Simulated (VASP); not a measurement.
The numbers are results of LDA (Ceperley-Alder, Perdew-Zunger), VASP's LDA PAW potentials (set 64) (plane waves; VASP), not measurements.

A VASP calculation is set up with these files.

**POSCAR**
```
CsCdCl3
10.4275980
  0.5000000000   0.0000000000   0.0000000000
  0.0000000000   0.5000000000   0.0000000000
  0.0000000000   0.0000000000   0.5000000000
Cs Cd Cl
1 1 3
Cartesian
  0.0000000000   0.0000000000   0.0000000000
  0.2500000000   0.2500000000   0.2500000000
  0.0000000000   0.2500000000   0.2500000000
  0.2500000000   0.0000000000   0.2500000000
  0.2500000000   0.2500000000   0.0000000000
```

INCAR:
```
ISIF  =  2
ENCUT  =  300   ! plane-wave cut-off (eV)
ISMEAR  =  0   ! Gaussian
LASPH  =  .TRUE.   ! aspherical one-centre terms
LREAL  =  .FALSE.   ! projection in real space or not
LCHARG  =  .FALSE.
NELM  =  100   ! most electronic steps
LMAXMIX  =  4
SYSTEM  =  CsCdCl3
SIGMA  =  0.01   ! width (eV)
ALGO  =  Normal   ! blocked Davidson
PREC  =  Accurate
EDIFF  =  1E-6   ! SCF stop (eV)
LWAVE  =  .FALSE.
```

**KPOINTS**
```
Automatic mesh
0
Gamma
5 5 5
0 0 0
```

POTCAR, in this order: Cs_sv Cd Cl (LDA.64 set). Program: vasp_std.

Output

**OSZICAR**
```
       N       E                     dE             d eps       ncg     rms          rms(c)
DAV:   1     0.239310276828E+03    0.23931E+03   -0.14825E+04   500   0.987E+02
DAV:   2    -0.214613655681E+01   -0.24146E+03   -0.23789E+03   648   0.254E+02
DAV:   3    -0.176308922534E+02   -0.15485E+02   -0.15465E+02   544   0.726E+01
DAV:   4    -0.178213957081E+02   -0.19050E+00   -0.19038E+00   646   0.868E+00
DAV:   5    -0.178236335763E+02   -0.22379E-02   -0.22377E-02   630   0.892E-01    0.907E+00
DAV:   6    -0.169273617616E+02    0.89627E+00   -0.19808E+00   608   0.150E+01    0.745E+00
DAV:   7    -0.167994087307E+02    0.12795E+00   -0.57838E-01   573   0.642E+00    0.373E+00
DAV:   8    -0.167895143958E+02    0.98943E-02   -0.16950E-01   603   0.363E+00    0.879E-01
DAV:   9    -0.167871031208E+02    0.24113E-02   -0.10803E-02   568   0.114E+00    0.224E-01
DAV:  10    -0.167870951326E+02    0.79882E-05   -0.14959E-03   619   0.319E-01    0.474E-02
DAV:  11    -0.167871085018E+02   -0.13369E-04   -0.16117E-04   578   0.120E-01    0.391E-02
DAV:  12    -0.167871100913E+02   -0.15895E-05   -0.46811E-06   618   0.204E-02    0.424E-03
DAV:  13    -0.167871097801E+02    0.31118E-06   -0.22755E-06   418   0.840E-03
   1 F= -.16787110E+02 E0= -.16787110E+02  d E =-.748061E-30
```

OUTCAR:
```
------------------------ aborting loop because EDIFF is reached ----------------------------------------
  FORCE on cell =-STRESS in cart. coord.  units (eV):
  Direction    XX          YY          ZZ          XY          YZ          ZX
  --------------------------------------------------------------------------------------
  Total       -1.9043775     -1.9043775     -1.9043775     -0.0000000     -0.0000000     -0.0000000
  in kB      -21.5278556    -21.5278556    -21.5278556     -0.0000000     -0.0000000     -0.0000000
  external PRESSURE =     -21.5278556 kB  Pullay stress =       0.0000000 kB
  volume of cell :      141.73
      direct lattice vectors                 reciprocal lattice vectors
     5.213799000  0.000000000  0.000000000     0.191798725  0.000000000  0.000000000
     0.000000000  5.213799000  0.000000000     0.000000000  0.191798725  0.000000000
     0.000000000  0.000000000  5.213799000     0.000000000  0.000000000  0.191798725
 POSITION                                       TOTAL-FORCE (eV/Angst)
 -----------------------------------------------------------------------------------
      0.00000      0.00000      0.00000         0.000000      0.000000      0.000000
      2.60690      2.60690      2.60690         0.000000      0.000000      0.000000
      0.00000      2.60690      2.60690         0.000000      0.000000      0.000000
      2.60690      0.00000      2.60690         0.000000      0.000000      0.000000
      2.60690      2.60690      0.00000         0.000000      0.000000      0.000000
 -----------------------------------------------------------------------------------
    total drift:                                0.000000      0.000000     -0.000000
  FREE ENERGIE OF THE ION-ELECTRON SYSTEM (eV)
  ---------------------------------------------------
  free  energy   TOTEN  =       -16.7871097801 eV

  energy  without entropy=      -16.7871097801  energy(sigma->0) =      -16.78710978
```
(Selected blocks of OUTCAR.)

OUTCAR:
```
 val. band max:       -0.3298000001   @ k =   0.4000   0.4000   0.0000

 cond. band min:       1.3505503566   @ k =   0.0000   0.0000   0.0000


 Fermi energy:        -0.2511570668

 k-point     1 :       0.0000    0.0000    0.0000
  band No.  band energies     occupation
      1     -19.0936      2.00000
      2     -13.6786      2.00000
      3     -13.1310      2.00000
      4     -13.1310      2.00000
      5      -6.6948      2.00000
      6      -6.6948      2.00000
      7      -6.6948      2.00000
      8      -6.4135      2.00000
      9      -6.4135      2.00000
     10      -6.0129      2.00000
     11      -6.0129      2.00000
     12      -6.0129      2.00000
     13      -2.9959      2.00000
     14      -2.9959      2.00000
     15      -2.9959      2.00000
     16      -1.0537      2.00000
     17      -1.0537      2.00000
     18      -1.0537      2.00000
     19      -0.7288      2.00000
     20      -0.7288      2.00000
     21      -0.7288      2.00000
     22       1.3506      0.00000
     23       5.4056      0.00000
     24       5.7464      0.00000
     25       5.7464      0.00000

 k-point     2 :       0.2000    0.0000    0.0000
  band No.  band energies     occupation
      1     -19.0902      2.00000
      2     -13.6333      2.00000
      3     -13.1472      2.00000
      4     -13.1288      2.00000
      5      -6.7174      2.00000
      6      -6.7174      2.00000
      7      -6.7077      2.00000
      8      -6.6945      2.00000
      9      -6.4133      2.00000
     10      -5.9754      2.00000
     11      -5.9754      2.00000
     12      -5.9576      2.00000
     13      -2.9791      2.00000
     14      -2.9791      2.00000
     15      -2.8528      2.00000
     16      -1.1332      2.00000
     17      -1.1199      2.00000
     18      -1.0849      2.00000
     19      -1.0849      2.00000
     20      -0.7936      2.00000
     21      -0.7936      2.00000
     22       2.1689      0.00000
     23       5.8722      0.00000
...
```

At this cut-off the stress carries a Pulay error, which pulls relaxed volumes low. Unless said otherwise, spin-orbit coupling is left out, though it shifts the bands of the heavy elements here.

The structure comes from a computed database's CsCdCl3 entry (Pm-3m); how it stands against other phases isn't given here. The cell was not relaxed at this level, and its volume differs by -5.9 % from the start's.
